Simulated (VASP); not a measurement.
An input for Ansatz (written as the equivalent of a VASP run, and not itself run):

Ansatz 0.2 input:
```yaml
crystal:
  lattice:
    - [2.1504414, -3.7246735, 0.0000000]
    - [2.1504414, 3.7246735, 0.0000000]
    - [0.0000000, 0.0000000, 7.0129701]
  atoms:
    - { symbol: Cd, position: [0.6666670, 0.3333330, 0.4999720] }
    - { symbol: Cd, position: [0.3333330, 0.6666670, 0.9999720] }
    - { symbol: Se, position: [0.6666670, 0.3333330, 0.8760280] }
    - { symbol: Se, position: [0.3333330, 0.6666670, 0.3760280] }
kpoints:
  mp_grid: { grid: [6, 6, 4] }
hamiltonian:
  xc: pbesol
  pseudopotentials: { kind: paw }
scf:
  occupations: { method: gaussian, width: 0.05 }
  max_iter: 100
output: { forces: true, stress: true, eigenvalues: true }
```

### Question
Translate this input to VASP (INCAR, KPOINTS, POSCAR, choice of POTCAR).

### Answer
This is not unique; one that fits is 
**KPOINTS**
```
kpoints
0
Gamma
 6 6 4
0 0 0
```

**INCAR**
```
SYSTEM = CdSe
PREC = Accurate
ENCUT = 480
EDIFF = 1E-7
NELM = 100
ALGO = Normal
LREAL = .FALSE.
LASPH = .TRUE.
ISMEAR = 0
SIGMA = 0.05
GGA = PS
LMAXMIX = 4
LWAVE = .FALSE.
LCHARG = .FALSE.
ISIF = 2
```

POSCAR:
```
CdSe
4.3008830
  0.4999999668  -0.8660252914   0.0000000000
  0.4999999668   0.8660252914   0.0000000000
  0.0000000000   0.0000000000   1.6305884470
Cd Se
2 2
direct
  0.6666670000   0.3333330000   0.4999720194
  0.3333330000   0.6666670000   0.9999720194
  0.6666670000   0.3333330000   0.8760279806
  0.3333330000   0.6666670000   0.3760279806
```

POTCAR, in this order: Cd Se (PBE.64 set). Program: vasp_std.

The two are equivalent in intent, not identical: each code has its own PAW files, so the cut-off isn't converted (ENCUT is set for VASP's; basis.ecutwfc is left out, and Ansatz then takes the one that its files recommend); Ansatz stops its SCF on the density residual and VASP on the energy change (EDIFF).

The compound is CdSe in the wurtzite structure. It was relaxed first.
